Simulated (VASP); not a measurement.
All values below come from LDA (Ceperley-Alder, Perdew-Zunger), VASP's LDA PAW potentials (set 64) (plane waves; VASP).

VASP input:

File KPOINTS:
```
Automatic mesh
0
Gamma
16 16 16
0 0 0
```

**INCAR**
```
ENCUT=500   # plane-wave cut-off (eV)
ALGO=Normal
PREC=Accurate
EDIFF=1E-6
IBRION=2   # conjugate gradients
LWAVE=F
LCHARG=F
NELM=100   # most electronic steps
LREAL=F   # projection in real space or not
SIGMA=0.1   # width (eV)
ISIF=3   # ions, shape and volume
NSW=40   # most ionic steps
ISMEAR=1
EDIFFG=-0.02   # ionic stop
LASPH=T
SYSTEM=Al
```

### POSCAR
```
Al
1
    0.0000000000     1.9901423089     1.9901423089
    1.9901423089     0.0000000000     1.9901423089
    1.9901423089     1.9901423089     0.0000000000
Al
1
Direct
  0.0000000000   0.0000000000   0.0000000000
```

POTCAR, in this order: Al (LDA.64 set). Program: vasp_std.

Output of the run:

### OUTCAR
```
 ion  position               nearest neighbor table
   1  0.000  0.000  0.000-
  LATTYP: Found a face centered cubic cell.
 ALAT       =     3.9802846178
 Subroutine PRICEL returns:
 Original cell was already a primitive cell.
 Subroutine GETGRP returns: Found 48 space group operations
The static configuration has the point symmetry O_h .
The dynamic configuration has the point symmetry O_h .
 Subroutine INISYM returns: Found 48 space group operations
 Subroutine IBZKPT returns following result:
 Found    145 irreducible k-points:

 Following reciprocal coordinates:
            Coordinates               Weight
  0.000000  0.000000  0.000000      1.000000
  0.062500  0.000000  0.000000      8.000000
  0.125000  0.000000  0.000000      8.000000
  0.187500  0.000000  0.000000      8.000000
  0.250000  0.000000  0.000000      8.000000
  0.312500  0.000000  0.000000      8.000000
  0.375000  0.000000  0.000000      8.000000
  0.437500  0.000000  0.000000      8.000000
  0.500000  0.000000  0.000000      4.000000
  0.062500  0.062500  0.000000      6.000000
  0.125000  0.062500  0.000000     24.000000
  0.187500  0.062500  0.000000     24.000000
  0.250000  0.062500  0.000000     24.000000
  0.312500  0.062500  0.000000     24.000000
  0.375000  0.062500  0.000000     24.000000
  0.437500  0.062500  0.000000     24.000000
  0.500000  0.062500  0.000000     24.000000
 -0.437500  0.062500  0.000000     24.000000
 -0.375000  0.062500  0.000000     24.000000
 -0.312500  0.062500  0.000000     24.000000
 -0.250000  0.062500  0.000000     24.000000
 -0.187500  0.062500  0.000000     24.000000
 -0.125000  0.062500  0.000000     24.000000
 -0.062500  0.062500  0.000000     12.000000
  0.125000  0.125000  0.000000      6.000000
  0.187500  0.125000  0.000000     24.000000
  0.250000  0.125000  0.000000     24.000000
  0.312500  0.125000  0.000000     24.000000
  0.375000  0.125000  0.000000     24.000000
  0.437500  0.125000  0.000000     24.000000
  0.500000  0.125000  0.000000     24.000000
 -0.437500  0.125000  0.000000     24.000000
 -0.375000  0.125000  0.000000     24.000000
 -0.312500  0.125000  0.000000     24.000000
 -0.250000  0.125000  0.000000     24.000000
 -0.187500  0.125000  0.000000     24.000000
 -0.125000  0.125000  0.000000     12.000000
  0.187500  0.187500  0.000000      6.000000
  0.250000  0.187500  0.000000     24.000000
  0.312500  0.187500  0.000000     24.000000
   k-points           NKPTS =    145   k-points in BZ     NKDIM =    145   number of bands    NBANDS=      5
   number of dos      NEDOS =    301   number of ions     NIONS =      1
   total plane-waves  NPLWV =  13824
   dimension x,y,z NGX =    24 NGY =   24 NGZ =   24
   dimension x,y,z NGXF=    48 NGYF=   48 NGZF=   48
   ions per type =               1
   PREC   = accura    normal or accurate (medium, high low for compatibility)
   ISTART =      0    job   : 0-new  1-cont  2-samecut
   ICHARG =      2    charge: 1-file 2-atom 10-const
   ISPIN  =      1    spin polarized calculation?
   LNONCOLLINEAR =      F non collinear calculations
   LSORBIT =      F    spin-orbit coupling
   INIWAV =      1    electr: 0-lowe 1-rand  2-diag
   ENCUT  =  500.0 eV  36.75 Ry    6.06 a.u.   5.13  5.13  5.13*2*pi/ulx,y,z
   NELM   =    100;   NELMIN=  2; NELMDL= -5     # of ELM steps
   EDIFF  = 0.1E-05   stopping-criterion for ELM
   LREAL  =      F    real-space projection
   NLSPLINE    = F    spline interpolate recip. space projectors
   LMAXMIX     =    2 max onsite mixed and CHGCAR
   VOSKOWN=      0    Vosko Wilk Nusair interpolation
...
```

OSZICAR:
```
       N       E                     dE             d eps       ncg     rms          rms(c)
DAV:   1    -0.203885706844E+01   -0.20389E+01   -0.89113E+02  1585   0.323E+02
DAV:   2    -0.420793860942E+01   -0.21691E+01   -0.19292E+01  1890   0.307E+01
DAV:   3    -0.422715464593E+01   -0.19216E-01   -0.19215E-01  1945   0.334E+00
DAV:   4    -0.422718828220E+01   -0.33636E-04   -0.33636E-04  1950   0.139E-01
DAV:   5    -0.422718843000E+01   -0.14780E-06   -0.14856E-06  1950   0.676E-03    0.145E+00
DAV:   6    -0.420909284642E+01    0.18096E-01   -0.23528E-03  1760   0.308E-01    0.812E-01
DAV:   7    -0.419735259637E+01    0.11740E-01   -0.59369E-03  1690   0.480E-01    0.169E-01
DAV:   8    -0.419732949195E+01    0.23104E-04   -0.31069E-05  1945   0.562E-02    0.135E-02
DAV:   9    -0.419732928422E+01    0.20773E-06   -0.18953E-07  1615   0.311E-03
   1 F= -.41973293E+01 E0= -.41974506E+01  d E =-.419733E+01
       N       E                     dE             d eps       ncg     rms          rms(c)
DAV:   1    -0.419737780020E+01   -0.48308E-04   -0.78141E-04  1835   0.176E-01    0.224E-02
DAV:   2    -0.419737343461E+01    0.43656E-05   -0.46352E-06  1600   0.187E-02    0.876E-03
DAV:   3    -0.419737061375E+01    0.28209E-05   -0.11102E-06  1310   0.631E-03    0.232E-03
DAV:   4    -0.419737047848E+01    0.13527E-06   -0.85715E-08   835   0.194E-03
   2 F= -.41973705E+01 E0= -.41974904E+01  d E =-.411943E-04
```

File OUTCAR:
```
------------------------ aborting loop because EDIFF is reached ----------------------------------------
  FORCE on cell =-STRESS in cart. coord.  units (eV):
  Direction    XX          YY          ZZ          XY          YZ          ZX
  --------------------------------------------------------------------------------------
  Total       -0.0064527     -0.0064527     -0.0064527      0.0000000      0.0000000     -0.0000000
  in kB       -0.6532106     -0.6532106     -0.6532106      0.0000000      0.0000000     -0.0000000
  external PRESSURE =      -0.6532106 kB  Pullay stress =       0.0000000 kB
  volume of cell :       15.83
      direct lattice vectors                 reciprocal lattice vectors
    -0.000000000  1.992768298  1.992768298    -0.250907243  0.250907243  0.250907243
     1.992768298  0.000000000  1.992768298     0.250907243 -0.250907243  0.250907243
     1.992768298  1.992768298 -0.000000000     0.250907243  0.250907243 -0.250907243
 POSITION                                       TOTAL-FORCE (eV/Angst)
 -----------------------------------------------------------------------------------
      1.99277      3.98554      1.99277         0.000000     -0.000000     -0.000000
 -----------------------------------------------------------------------------------
    total drift:                                0.000000      0.000000     -0.000000
  FREE ENERGIE OF THE ION-ELECTRON SYSTEM (eV)
  ---------------------------------------------------
  free  energy   TOTEN  =        -4.1973704785 eV

  energy  without entropy=       -4.1977303482  energy(sigma->0) =       -4.19749044

 reached required accuracy - stopping structural energy minimisation
```
(Selected blocks of OUTCAR.)

**CONTCAR**
```
Al
   1.00000000000000
    -0.0000000000000000    1.9927682977001575    1.9927682977001575
     1.9927682977001575    0.0000000000000000    1.9927682977001575
     1.9927682977001575    1.9927682977001575   -0.0000000000000000
  Al
     1
Direct
     1.0000000000000000    0.0000000000000000    1.0000000000000000
```

The compound is Al in the fcc structure. This run relaxes it. Symmetry was kept, so distortions that lower it aren't found.
